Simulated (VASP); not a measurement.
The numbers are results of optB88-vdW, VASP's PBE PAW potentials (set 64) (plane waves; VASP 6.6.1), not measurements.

Input for VASP

### POSCAR
```
Rb
1
   -2.7820427423     2.7820427423     2.7820427423
    2.7820427423    -2.7820427423     2.7820427423
    2.7820427423     2.7820427423    -2.7820427423
Rb
1
Direct
  0.0000000000   0.0000000000   0.0000000000
```

### INCAR
```
LREAL=.FALSE.   ! projection in real space or not
PREC=Accurate
PARAM1=0.1833333333
AGGAC=0.0
PARAM2=0.22
ISIF=2
ENCUT=520   ! plane-wave cut-off (eV)
NELM=100   ! most electronic steps
LCHARG=.FALSE.
LUSE_VDW=.TRUE.
LWAVE=.FALSE.
SYSTEM=Rb
LMAXMIX=4   ! l cut-off of mixed one-centre charges
ISMEAR=1   ! Methfessel-Paxton
EDIFF=1E-7
SIGMA=0.1
LASPH=.TRUE.   ! aspherical one-centre terms
GGA=BO
ALGO=Normal
```

### KPOINTS
```
Automatic mesh
0
G
  9 9 9
0 0 0
```

POTCAR, in this order: Rb_sv (PBE.64 set). Program: vasp_std.

The run wrote:

### OUTCAR
```
 ion  position               nearest neighbor table
   1  0.000  0.000  0.000-
  LATTYP: Found a body centered cubic cell.
 ALAT       =     5.5640854846
 Subroutine PRICEL returns:
 Original cell was already a primitive cell.
 Subroutine GETGRP returns: Found 48 space group operations
The static configuration has the point symmetry O_h .
The dynamic configuration has the point symmetry O_h .
 Subroutine INISYM returns: Found 48 space group operations
 Subroutine IBZKPT returns following result:
 Found     35 irreducible k-points:

 Following reciprocal coordinates:
            Coordinates               Weight
  0.000000  0.000000  0.000000      1.000000
  0.111111  0.000000  0.000000     12.000000
  0.222222  0.000000  0.000000     12.000000
  0.333333  0.000000  0.000000     12.000000
  0.444444  0.000000  0.000000     12.000000
  0.111111  0.111111  0.000000     24.000000
  0.222222  0.111111  0.000000     48.000000
  0.333333  0.111111  0.000000     48.000000
  0.444444  0.111111  0.000000     24.000000
  0.222222  0.222222  0.000000     24.000000
...
```

**OSZICAR**
```
       N       E                     dE             d eps       ncg     rms          rms(c)
DAV:   1     0.444290952636E+02    0.44429E+02   -0.33810E+03   560   0.821E+02
DAV:   2     0.353262759142E+01   -0.40896E+02   -0.40486E+02   616   0.139E+02
DAV:   3     0.129558386362E+01   -0.22370E+01   -0.22369E+01   744   0.361E+01
DAV:   4     0.121343937842E+01   -0.82144E-01   -0.82141E-01   976   0.508E+00
DAV:   5     0.121321651324E+01   -0.22287E-03   -0.22287E-03   792   0.274E-01    0.102E+00
DAV:   6     0.121326062804E+01    0.44115E-04   -0.11321E-03   928   0.218E-01    0.627E-01
DAV:   7     0.121264248425E+01   -0.61814E-03   -0.33028E-03   672   0.354E-01    0.397E-02
DAV:   8     0.121239480975E+01   -0.24767E-03   -0.40089E-04   744   0.944E-02    0.150E-02
DAV:   9     0.121234851476E+01   -0.46295E-04   -0.88147E-05   736   0.398E-02    0.471E-03
DAV:  10     0.121234154784E+01   -0.69669E-05   -0.19434E-05   744   0.211E-02    0.169E-03
DAV:  11     0.121234064455E+01   -0.90329E-06   -0.22587E-06   792   0.641E-03    0.138E-03
DAV:  12     0.121234048834E+01   -0.15621E-06   -0.59048E-07   752   0.311E-03    0.430E-04
DAV:  13     0.121234048898E+01    0.63778E-09   -0.15004E-08   624   0.677E-04
   1 F= 0.12123405E+01 E0= 0.12127288E+01  d E =-.116491E-02
```

File OUTCAR:
```
------------------------ aborting loop because EDIFF is reached ----------------------------------------
  FORCE on cell =-STRESS in cart. coord.  units (eV):
  Direction    XX          YY          ZZ          XY          YZ          ZX
  --------------------------------------------------------------------------------------
  Total       -0.0577865     -0.0577865     -0.0577865      0.0000000     -0.0000000      0.0000000
  in kB       -1.0749425     -1.0749425     -1.0749425      0.0000000     -0.0000000      0.0000000
  external PRESSURE =      -1.0749425 kB  Pullay stress =       0.0000000 kB
  volume of cell :       86.13
      direct lattice vectors                 reciprocal lattice vectors
    -2.782042742  2.782042742  2.782042742     0.000000000  0.179724054  0.179724054
     2.782042742 -2.782042742  2.782042742     0.179724054  0.000000000  0.179724054
     2.782042742  2.782042742 -2.782042742     0.179724054  0.179724054  0.000000000
 POSITION                                       TOTAL-FORCE (eV/Angst)
 -----------------------------------------------------------------------------------
      0.00000      0.00000      0.00000        -0.000000      0.000000     -0.000000
 -----------------------------------------------------------------------------------
    total drift:                               -0.000000      0.000000      0.000000
  FREE ENERGIE OF THE ION-ELECTRON SYSTEM (eV)
  ---------------------------------------------------
  free  energy   TOTEN  =         1.2123404890 eV

  energy  without entropy=        1.2135053978  energy(sigma->0) =        1.21272879
```
(Selected blocks of OUTCAR.)

The compound is Rb in the bcc structure. This cell is one point of a volume scan, at 1.03 of the reference volume.
